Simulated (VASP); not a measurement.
Level of theory: LDA (Ceperley-Alder, Perdew-Zunger), VASP's LDA PAW potentials (set 64) (plane waves; VASP).

VASP ran on this input.

**KPOINTS**
```
Automatic mesh
0
Gamma
13 13 10
0 0 0
```

**INCAR**
```
ALGO = Normal
EDIFF = 1E-6
EDIFFG = -0.02
ENCUT = 500
IBRION = 2
ISIF = 3
ISMEAR = 1
LASPH = .True.
LCHARG = .False.
LMAXMIX = 6
LREAL = .False.
LWAVE = .False.
NELM = 100
NSW = 40
PREC = Accurate
PSTRESS = 100
SIGMA = 0.1
SYSTEM = CuAu
```

**POSCAR**
```
CuAu
1.0
  2.7380661319   0.0000000000   0.0000000000
  0.0000000000   2.7380661319   0.0000000000
  0.0000000000   0.0000000000   3.5995193595
Cu Au
1 1
Cart
  0.0000000000   0.0000000000   0.0000000000
  1.3690330660   1.3690330660   1.7997596797
```

POTCAR, in this order: Cu Au (LDA.64 set). Program: vasp_std.

Energy and stress use the plane-wave basis of the starting cell. Unless said otherwise, spin-orbit coupling is left out, though it shifts the bands of the heavy elements here.

### Question
What does the run give for the energy per atom (σ→0), volume per atom, band gap (on the k-mesh)?

### Answer

```yaml
energy per atom (σ→0): -4.612 eV/atom
band gap (on the k-mesh): none (metal, semimetal or under 0.01 eV)
volume_per_atom: 13.19 Å^3/atom
```

**OSZICAR**
```
...
       N       E                     dE             d eps       ncg     rms          rms(c)
DAV:   1    -0.922842424647E+01   -0.33144E-02   -0.18840E-01  5628   0.414E+00    0.399E-01
DAV:   2    -0.922580320489E+01    0.26210E-02   -0.27533E-03  7355   0.107E+00    0.224E-01
DAV:   3    -0.922469386211E+01    0.11093E-02   -0.13175E-03  7750   0.999E-01    0.775E-02
DAV:   4    -0.922462606393E+01    0.67798E-04   -0.59571E-04  6175   0.892E-01    0.430E-02
DAV:   5    -0.922461187471E+01    0.14189E-04   -0.79005E-05  6911   0.318E-01    0.177E-02
DAV:   6    -0.922461167140E+01    0.20331E-06   -0.38787E-06  5627   0.243E-02
   6 F= -.75779319E+01 E0= -.75777043E+01  d E =-.427948E-03
```

The compound is CuAu in the L1_0 structure. This run relaxes it under an external pressure of 10 GPa. Symmetry was kept, so distortions that lower it aren't found.
